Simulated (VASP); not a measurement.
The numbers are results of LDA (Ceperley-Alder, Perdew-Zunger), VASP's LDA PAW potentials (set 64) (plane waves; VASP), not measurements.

The input files of a VASP run:

KPOINTS:
```
Automatic mesh
0
Gamma
4 4 4
0.5 0.5 0.5
```

### INCAR
```
! general
SYSTEM  = Bi2Te3
PREC    = Accurate
ENCUT   = 150
LREAL   = .FALSE.
LASPH   = .TRUE.

! electronic loop
EDIFF   = 1E-6
NELM    = 100
ALGO    = Normal
LMAXMIX = 4

! smearing
ISMEAR  = 1
SIGMA   = 0.136

! ions
ISIF    = 2

! output
LWAVE   = .FALSE.
LCHARG  = .FALSE.
```

File POSCAR:
```
Bi2Te3
1
    2.1547220000     1.2440290000    10.4879230000
   -2.1547220000     1.2440290000    10.4879230000
    0.0000000000    -2.4880590000    10.4879230000
Bi Te
2 3
Direct
  0.6031700000   0.6031700000   0.6031700000
  0.3968300000   0.3968300000   0.3968300000
  0.7831930000   0.7831930000   0.7831930000
  0.2168070000   0.2168070000   0.2168070000
  0.0000000000   0.0000000000   0.0000000000
```

POTCAR, in this order: Bi_d Te (LDA.64 set). Program: vasp_std.

What will the output report for the number of irreducible k-points (NKPTS), largest plane-wave count, number of space-group operations, FFT grid (NGX, NGY, NGZ)?

| Item | Result |
|---|---|
| number of irreducible k-points (NKPTS) | 10 |
| largest plane-wave count | 723 |
| number of space-group operations | 12 |
| FFT grid (NGX, NGY, NGZ) | 48 × 48 × 48 |

The structure comes from a computed database's Bi2Te3 entry; how it stands against other phases isn't given here. The cell was not relaxed at this level. The k-mesh is coarse (spacing up to 0.42 per Å, 2π included), so the numbers may not be converged in it. The run is one of a series of settings (ENCUT = 150, ISMEAR = 1, SIGMA = 0.136, KPOINTS 4×4×4 Γ-centred mesh shifted by (0.5, 0.5, 0.5) against the base run), some of them coarse on purpose.
